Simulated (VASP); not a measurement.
**Fermi-Dirac smearing in Si2Ni**

How do entropy and free energy of the electrons in Si2Ni grow with the Fermi-Dirac width, and how far does the Sommerfeld expansion hold?

Method: PBEsol, no spin polarisation; plane waves and PAW (Si, Ni), in the first sound run; inputs show where later runs differ, in VASP 6.6.1.

Most raw output is cut from this account.

The database entry behind the starting cell differs from later determinations by our own check (0.1 to 0.3 % short, probably kX units), so it need not match the best structure at ambient conditions.

## (1) The starting structure

Symmetry: Fm-3m, No. 225, cubic system. The conventional cell has a = 5.395 Å, b = 5.395 Å, c = 5.395 Å, α = 90.00°, β = 90.00°, γ = 90.00°. Si has 4 Ni at 2.34 Å nearest. Nearest to Ni lie 8 Si at 2.34 Å. Farther neighbours are not listed.

As a file:

```cif
data_structure
_symmetry_space_group_name_H-M 'Fm-3m'
_symmetry_Int_Tables_number 225
_cell_length_a 5.3950
_cell_length_b 5.3950
_cell_length_c 5.3950
_cell_angle_alpha 90.000
_cell_angle_beta 90.000
_cell_angle_gamma 90.000
_cell_volume 157.03
loop_
_atom_site_label
_atom_site_type_symbol
_atom_site_symmetry_multiplicity
_atom_site_Wyckoff_symbol
_atom_site_fract_x
_atom_site_fract_y
_atom_site_fract_z
_atom_site_occupancy
Si1 Si 8 c 0.25000 0.75000 0.75000 1
Ni1 Ni 4 a 0.00000 0.00000 0.00000 1
```

## (2) Relax the crystal, PBEsol

The cell is relaxed and then held.

Level: PBEsol, no spin polarisation; plane waves and PAW (Si, Ni).

Input file INCAR:

```
SYSTEM = Si2Ni
PREC = Accurate
ENCUT = 450
EDIFF = 1E-07
NELM = 120
ISMEAR = 1
SIGMA = 0.15
LREAL = .FALSE.
ALGO = Normal
GGA = PS
NBANDS = 15
LASPH = .TRUE.
LORBIT = 11
LWAVE = .FALSE.
LCHARG = .FALSE.
KPAR = 8
IBRION = 2
NSW = 40
ISIF = 3
EDIFFG = -0.005
POTIM = 0.4
```

Input file POSCAR:

```
Si2Ni
1.0
    0.0000000000      2.6975000000      2.6975000000
    2.6975000000      0.0000000000      2.6975000000
    2.6975000000      2.6975000000      0.0000000000
Si Ni
2 1
Direct
    0.2500000000      0.2500000000      0.2500000000
    0.7500000000      0.7500000000      0.7500000000
    0.0000000000      0.0000000000      0.0000000000
```

Input file KPOINTS:

```
Automatic mesh
0
Gamma
14 14 14
0 0 0
```

Potentials, in the order of the species: Si and Ni (PBE family, release 64).

Run with:

```sh
$ mpirun -np 8 vasp_std
```

It took 18 s on 8 MPI ranks of Intel Xeon Platinum 8375C at 2.90GHz (Ice Lake), shared host; peak memory 1.6 GiB.

Numbers from this step:

- energy(sigma→0) of the program: -18.9818 eV
- stress, compression positive: xx, yy, zz 0.01, 0.01, 0.01 GPa
- volume: 39.205 Å³
- ionic steps: 3

## (3) Tetrahedra, PBEsol

Tetrahedra give the density of states at the Fermi level without smearing.

Level: PBEsol, no spin polarisation; plane waves and PAW (Si, Ni).

Input file INCAR:

```
SYSTEM = Si2Ni
PREC = Accurate
ENCUT = 450
EDIFF = 1E-08
NELM = 100
ISMEAR = -5
SIGMA = 0.15
LREAL = .FALSE.
ALGO = Normal
GGA = PS
NBANDS = 33
LASPH = .TRUE.
LORBIT = 11
LWAVE = .FALSE.
LCHARG = .FALSE.
KPAR = 2
ISIF = 2
NEDOS = 3001
```

Input file POSCAR:

```
Si2Ni
1.0
    0.0000000000      2.6963158425      2.6963158425
    2.6963158425      0.0000000000      2.6963158425
    2.6963158425      2.6963158425      0.0000000000
Si Ni
2 1
Direct
    0.2500000000      0.2500000000      0.2500000000
    0.7500000000      0.7500000000      0.7500000000
    0.0000000000      0.0000000000      0.0000000000
```

Input file KPOINTS:

```
Automatic mesh
0
Gamma
20 20 20
0 0 0
```

Run with:

```sh
$ mpirun -np 2 vasp_std
```

Run time: 2.6 min. Hardware: 2 MPI ranks; peak memory 0.62 GiB.

This run gave:

```
energy(sigma→0) of the program : -18.9816 eV
```

The run ends at a pressure of -0.22 GPa.

## (4) Electron temperature, PBEsol

One member in full: SIGMA = 0.1 eV.

Level: PBEsol, no spin polarisation; plane waves and PAW (Si, Ni).

Edit INCAR of step 3 so:

```diff
@@ -5,4 +5,4 @@
 NELM = 100
-ISMEAR = -5
-SIGMA = 0.15
+ISMEAR = -1
+SIGMA = 0.1
 LREAL = .FALSE.
@@ -17,2 +17 @@
 ISIF = 2
-NEDOS = 3001
```

POSCAR is that of step 3.

KPOINTS is that of step 3.

Run with:

```sh
$ mpirun -np 2 vasp_std
```

It took 2.5 min on 2 MPI ranks; peak memory 0.61 GiB; 5 min of CPU time.

This run gave:

| Item | Value |
| --- | --- |
| energy(sigma→0) of the program | -18.9813 eV |
| stress, compression positive | xx, yy, zz -0.09, -0.09, -0.09 GPa |

The run ends at a pressure of -0.09 GPa.

## (5) The whole series

Notes on database entries: that of Fm-3m Si2Ni differs from later determinations by our own check (0.1 to 0.3 % short, probably kX units).

The other members went through these steps as far as the tables show, on the same mesh; 6 runs are not shown. The session took 0.71 core hours (wall time by ranks) on a shared machine.

```
width kT (eV)  temperature (K)  free energy less that of the narrowest width (meV/atom)  TS (meV/atom)  pressure (GPa)  shift of the Fermi level (eV)
        0.025              290                                                    0.000          0.708          -0.138                          0.000
        0.050              580                                                        ?              ?          -0.136                         -0.009
        0.075              870                                                   -2.541          5.554          -0.117                         -0.014
        0.100             1160                                                   -4.686          9.750          -0.094                         -0.019
        0.150             1741                                                  -10.720         21.562          -0.036                         -0.034
        0.200             2321                                                  -19.062         38.010           0.063                         -0.054
        0.300             3481                                                  -42.908         86.681           0.430                         -0.099
```

## (6) The Sommerfeld expansion

At low temperature TS = (π²/3) g (kT)², so TS, twice the difference of energy(sigma→0) and the free energy, over (π²/3)(kT)² is an effective density of states: 0.344, 0.300, 0.296, 0.291, 0.289, 0.293 states/eV/atom in the rows shown.

A least-squares parabola through the 6 rows shown, with σ the width in eV: g = 1.634 σ² − 0.6809 σ + 0.3528 (states/eV/atom), r.m.s. residual 0.0067 states/eV/atom.

At σ = 0.05 this predicts 0.323 states/eV/atom.

## (7) Prediction against calculation

The calculation gives 0.308 states/eV/atom, so the prediction is 0.015 states/eV/atom too high, more than twice the residual of the fit.

The parabola in σ is an empirical guide, not the expansion itself. Tetrahedra give g = 0.289 states/eV/atom at the Fermi level, the limit that the series should reach at zero width.

## (8) Summary of results

```yaml
density_of_states_at_the_fermi_level_tetrahedra: 0.29 states/eV/atom
sommerfeld_coefficient_from_it: 0.68 mJ per mole of atoms and K²
pressure_at_the_widest_setting: 0.43 GPa
error_of_the_predicted_g: 0.015 states/eV/atom
```

What this shows: Against the tetrahedron value, the effective density of states stands at +19 % at 0.025 eV, +7 % at 0.05 eV, +3 % at 0.1 eV, +1 % at 0.3 eV. The leading term holds within a tenth at the widest setting. The narrowest row breaks the trend of the next ones, as mesh noise would; no test of the mesh was run. The bare coefficient lacks the electron-phonon enhancement of measured heat capacities.

[Lines on the potential files, build, host, timing and source positions are cut from VASP's logs without a mark.]

[Logs are printed without paths, hosts, clocks, repeated set-up lines and the standing remarks that a program may print on its own settings, such as how far it seeks lower states.]

[Hosts, paths, dates, database ids (printed as entryN), source tags and the programs' standing remarks are cut or masked in the printed files.]
